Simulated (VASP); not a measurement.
An input for Quantum ESPRESSO's pw.x (written as the equivalent of a VASP run, and not itself run):

```
&CONTROL
  calculation = 'scf'
  pseudo_dir = './pseudo'
  outdir = './out'
  tprnfor = .true.
  tstress = .true.
/
&SYSTEM
  ibrav = 0
  nat = 2
  ntyp = 2
  ecutwfc = 74
  occupations = 'smearing'
  smearing = 'gaussian'
  degauss = 0.003675
  input_dft = 'vdw-df-ob86'
/
&ELECTRONS
  conv_thr = 7.3e-09
  electron_maxstep = 100
/
ATOMIC_SPECIES
  Li 6.940 Li.upf
  H 1.008 H.upf
CELL_PARAMETERS angstrom
     0.0000000    2.0072870    2.0072870
     2.0072870    0.0000000    2.0072870
     2.0072870    2.0072870    0.0000000
ATOMIC_POSITIONS crystal
  Li   1.0000000  1.0000000  1.0000000
  H    0.5000000  0.5000000  0.5000000
K_POINTS automatic
  11 11 11 0 0 0
```

**Question.** Write the VASP files for the same calculation (optB86b-vdW).

**Answer.** One answer among several that fit: 
File POSCAR:
```
LiH
1
    0.0000000000     2.0072869805     2.0072869805
    2.0072869805     0.0000000000     2.0072869805
    2.0072869805     2.0072869805     0.0000000000
Li H
1 1
Direct
  1.0000000000   1.0000000000   1.0000000000
  0.5000000000   0.5000000000   0.5000000000
```

### INCAR
```
! general
SYSTEM  =LiH
PREC    =Accurate
ENCUT   =520
LREAL   =.FALSE.
LASPH   =.TRUE.

! electronic loop
EDIFF   =1E-7
NELM    =100
ALGO    =Normal

! smearing
ISMEAR  =0
SIGMA   =0.05

! functional
GGA     =MK
LUSE_VDW=.TRUE.
AGGAC   =0.0
PARAM1  =0.1234
PARAM2  =1.0

! ions
ISIF    =2

! output
LWAVE   =.FALSE.
LCHARG  =.FALSE.
```

**KPOINTS**
```
Automatic mesh
0
Gamma
11 11 11
0 0 0
```

POTCAR, in this order: Li_sv H (PBE.64 set). Program: vasp_std.

What does not carry over: the potentials are each code's own (VASP's PAW set, PseudoDojo norm-conserving files in pw.x), so ENCUT and ecutwfc are chosen apart and not converted; conv_thr bounds pw.x's estimated SCF error, while EDIFF bounds the energy change between steps.

The compound is LiH in the rock salt structure. It was relaxed first.
